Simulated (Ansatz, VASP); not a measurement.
## One calculation of LuTiO, two programs

```
Lu Ti O
1.0
     3.75417    0.00000    0.00000
     0.00000    3.75417    0.00000
     0.00000    0.00000    7.76446
Lu Ti O
2 2 2
Direct
  0.75000 0.75000 0.36093
  0.25000 0.25000 0.63907
  0.25000 0.25000 0.04824
  0.75000 0.75000 0.95176
  0.75000 0.25000 0.50000
  0.25000 0.75000 0.50000
```

The cell was built by a generator and needn't be a form met in nature.

Alike in both runs: functional r2SCAN; k mesh 5 × 5 × 3; no spin polarisation.

Ansatz relaxed the structure, and its values are those at the end. VASP's run is a single point on that final structure, the one shown.

|  | VASP | Ansatz |
| --- | --- | --- |
| version | VASP 6.6.1 | Ansatz 0.2.0 |
| potentials or method | VASP PAW PBE potentials, release 64 (Lu, Ti_sv, O) | PAW plane waves |
| plane-wave cutoff (eV) | 520 | 500 |
| occupations | fermi-dirac, width 0.1 eV | fermi-dirac |
| valence electrons in the cell | 86 | 86 |

```tsv
	VASP	Ansatz	Ansatz less VASP
gap on the k mesh at the Fermi level (eV)	none	none	-
pressure (GPa)	1.0	0.0	-1.02
rms of the force components (eV/Å)	0.086	0.001	-0.0855
```

A gap of «none» marks a metal or a gap that the smearing closes.

Caveats: the PAW data sets were made with another functional, which shifts forces and pressure a little (VASP); semilocal functionals often make such compounds metallic where correlation or magnetic order opens a gap, which also shifts bond lengths. The runs have no spin-orbit coupling, so splittings on Lu are missing.
